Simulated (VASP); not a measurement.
# CsC (P-6m2) in VASP: reference runs

How does CsC come out in PBE? The cell is run as given.

All numbers are computed with VASP 6.6.1; they aren't measurements. Logs are shortened: lines on timing, memory, paths and dates and some standing lists are left out, and cuts for length are marked.

**1. The structure**

It takes space group P-6m2 (No. 187, hexagonal). The conventional cell has a = 4.461 Å, b = 4.461 Å, c = 3.646 Å, α = 90.00°, β = 90.00°, γ = 120.00°. Cs (site symmetry -6m2) is surrounded by 6 C at 3.16 Å. C (site symmetry -6m2) is surrounded by 6 Cs at 3.16 Å.

The cell was built by a generator and needn't be a form met in nature.

**2. Single point, PBE**

File INCAR:

```
ALGO     = Normal         # electronic algorithm
EDIFF    = 1E-7           # SCF threshold, eV
ENCUT    = 520            # plane-wave cutoff, eV
GGA      = PE             # functional
ISIF     = 2              # what is computed and relaxed
ISMEAR   = -1             # smearing method
LASPH    = T              # aspherical terms in the spheres
LCHARG   = T              # write CHGCAR
LELF     = T              # ELF
LREAL    = F              # projectors in reciprocal space
LVHAR    = T            
LWAVE    = F              # write WAVECAR
NBANDS   = 14             # bands
NELM     = 100            # most SCF steps
PREC     = Accurate       # precision mode
SIGMA    = 0.05           # smearing width, eV
```

File KPOINTS:

```
k-points
0
Gamma
  7 7 7
```

File POSCAR:

```
CsC
1.0
    4.4611000000      0.0000000000      0.0000000000
   -2.2305500000      3.8634300000      0.0000000000
    0.0000000000      0.0000000000      3.6461700000
Cs C
1 1
Direct
    0.0000000000      0.0000000000      0.5000000000
    0.6666700000      0.3333300000      0.0000000000
```

Potentials or basis: VASP PAW PBE potentials, release 64 (Cs_sv, C).

Command:

```sh
> cat potpaw_PBE.64/Cs_sv/POTCAR potpaw_PBE.64/C/POTCAR > POTCAR
> mpirun -np 1 vasp_std > vasp.out
```

OUTCAR:

```text
EDIFF = 1E-7
   ENCUT = 520
   GGA = PE
   ISIF = 2
   ISMEAR = -1
   LASPH = T
   LREAL = F
   NELM = 100
   PREC = Accurate

 ion  position               nearest neighbor table
   1  0.000  0.000  0.500-
   2  0.667  0.333  0.000-

  LATTYP: Found a hexagonal cell.
 ALAT       =     4.4611000000
 C/A-ratio  =     0.8173253234

  Lattice vectors:

 A1 = (   4.4611000000,   0.0000000000,   0.0000000000)
 A2 = (  -2.2305500000,   3.8634300000,   0.0000000000)
 A3 = (   0.0000000000,   0.0000000000,   3.6461700000)

Analysis of symmetry for initial positions (statically):
=====================================================================
 Subroutine PRICEL returns:
 Original cell was already a primitive cell.

 Routine SETGRP: Setting up the symmetry group for a
 hexagonal supercell.

 Subroutine GETGRP returns: Found  4 space group operations
 (whereof  4 operations were pure point group operations)
 out of a pool of 24 trial point group operations.

The static configuration has the point symmetry C_2v.

Analysis of symmetry for dynamics (positions and initial velocities):
=====================================================================
 Subroutine PRICEL returns:
 Original cell was already a primitive cell.

 Routine SETGRP: Setting up the symmetry group for a
 hexagonal supercell.

 Subroutine GETGRP returns: Found  4 space group operations
 (whereof  4 operations were pure point group operations)
 out of a pool of 24 trial point group operations.

The dynamic configuration has the point symmetry C_2v.

 Subroutine INISYM returns: Found  4 space group operations
 (whereof  4 operations are pure point group operations),
 and found     1 'primitive' translations

----------------------------------------------------------------------------------------

                                     Primitive cell

  volume of cell :      62.8423

  direct lattice vectors                    reciprocal lattice vectors
     4.461100000  0.000000000  0.000000000     0.224159961  0.129418677  0.000000000
    -2.230550000  3.863430000  0.000000000     0.000000000  0.258837354  0.000000000
     0.000000000  0.000000000  3.646170000     0.000000000  0.000000000  0.274260388

  length of vectors
     4.461100000  4.461103526  3.646170000     0.258837559  0.258837354  0.274260388

[... 87 lines left out ...]
   ISYM   =      2    0-nonsym 1-usesym 2-fastsym
   POTIM  = 0.5000    time-step for ionic-motion
   TEBEG  =    0.0;   TEEND  =   0.0 temperature during run
   PSTRESS=    0.0 pullay stress
   NELECT =      13.0000    total number of electrons
   NUPDOWN=      -1.0000    fix difference up-down
   EMIN   =  10.00;   EMAX   =-10.00  energy-range for DOS
   EFERMI =   0.00;   METHOD = LEGACY
   ISMEAR =    -1;   SIGMA  =   0.05  broadening in eV -4-tet -1-fermi 0-gaus
   EFERMI_NEDOS =   21; number of points for ismear=-14 and -15
   IALGO  =     38    algorithm
   IMIX   =      4    mixing-type and parameters
     AMIX     =   0.40;   BMIX     =  1.00
     AMIX_MAG =   1.60;   BMIX_MAG =  1.00
  volume/ion in A,a.u.               =      31.42       212.04
  Fermi-wavevector in a.u.,A,eV,Ry     =   0.968215  1.829662 12.754659  0.937441
  Thomas-Fermi vector in A             =   2.098166
   LORBIT       =      0    0 simple, 1 ext, 2 COOP (PROOUT), +10 PAW based schemes
   GGA     = PE    functional components
   LHFCALC =     F    Hartree Fock is set to
   AEXX    =    0.0000 exact exchange contribution
   IVDW    =     0    specifies the selected vdW correction
   LEPSILON=     F    determine dielectric tensor
   LRPA    =     F    only Hartree local field effects (RPA)
 non-spin polarized calculation
  energy-cutoff  :      520.00
  volume of cell :       62.84
 maximum number of plane-waves:      1707
 NGX is ok and might be reduce to    36
   NGX = 17   NGY = 17   NGZ = 13

 number of electron      12.9999998 magnetization

 Free energy of the ion-electron system (eV)
  ---------------------------------------------------
  ext. energy  EPLUGINS =         0.00000000
  ---------------------------------------------------
  free energy    TOTEN  =        -4.43007936 eV

  energy without entropy =       -4.39790760  energy(sigma->0) =       -4.41399348

 E-fermi :   1.0503     XC(G=0):  -8.2187

 val. band max:        1.0500063650   @ k =  -0.4286   0.4286   0.2857
 cond. band min:       1.0723981926   @ k =   0.2857   0.0000   0.2857
 fundamental gap:      0.0223918276
 Fermi energy:         1.0502756073

 k-point     1 :       0.0000    0.0000    0.0000
  band No.  band energies     occupation
      1     -20.2255      2.00000
      2      -7.3939      2.00000
      3      -6.7844      2.00000
      4      -6.7844      2.00000
      5      -6.1434      2.00000
      6       0.9943      1.50788
      7       0.9943      1.50763
      8       2.1568      0.00000
      9       4.5675      0.00000
     10       4.9392      0.00000
     11       8.0911      0.00000
     12       8.0912      0.00000
     13      10.4929      0.00000
     14      10.4929      0.00000
[... 377 lines left out ...]
      1     -20.1421      2.00000
      2      -8.1854      2.00000
      3      -6.8778      2.00000
      4      -6.6783      2.00000
      5      -5.7801      2.00000
      6       0.7376      1.99616
      7       1.1749      0.15283
      8       1.6251      0.00002
      9       5.4532      0.00000
     10       6.3244      0.00000
     11       7.7264      0.00000
     12       8.1710      0.00000
     13       9.4749      0.00000
     14       9.9620      0.00000

 [... further k-points ...]

------------------------ aborting loop because EDIFF is reached ----------------------------------------

  FORCE on cell =-STRESS in cart. coord.  units (eV):
  Direction    XX          YY          ZZ          XY          YZ          ZX
  --------------------------------------------------------------------------------------
  -------------------------------------------------------------------------------------
  Total        0.0603088      0.0602629      0.0664234     -0.0000398      0.0000000      0.0000000
  in kB        1.5375847      1.5364166      1.6934784     -0.0010144      0.0000000      0.0000000
  external PRESSURE =       1.5891599 kB  Pullay stress =       0.0000000 kB

 VOLUME and BASIS-vectors are now :
 -----------------------------------------------------------------------------
  energy-cutoff  :      520.00
  volume of cell :       62.84
      direct lattice vectors                 reciprocal lattice vectors
     4.461100000  0.000000000  0.000000000     0.224159961  0.129418677  0.000000000
    -2.230550000  3.863430000  0.000000000     0.000000000  0.258837354  0.000000000
     0.000000000  0.000000000  3.646170000     0.000000000  0.000000000  0.274260388

 POSITION                                       TOTAL-FORCE (eV/Angst)
 -----------------------------------------------------------------------------------
      0.00000      0.00000      1.82309         0.000019     -0.000011      0.000000
      2.23057      1.28780      0.00000        -0.000019      0.000011      0.000000
 -----------------------------------------------------------------------------------
    total drift:                                0.000010      0.000017      0.000000

  FREE ENERGIE OF THE ION-ELECTRON SYSTEM (eV)
  ---------------------------------------------------
  free  energy   TOTEN  =        -4.4300793636 eV

  energy  without entropy=       -4.3979075959  energy(sigma->0) =       -4.41399348
```

It took 42 s on 1 thread of Intel Xeon 6975P-C (Granite Rapids), shared host; peak memory 0.21 GiB.

What came out:

| Item | Value |
| --- | --- |
| Free energy | -4.4301 eV |
| Pressure | 0.2 GPa |
| Band gap on the k mesh | none (metal or under the smearing width) |

The run has no spin-orbit coupling, so splittings on Cs are missing.
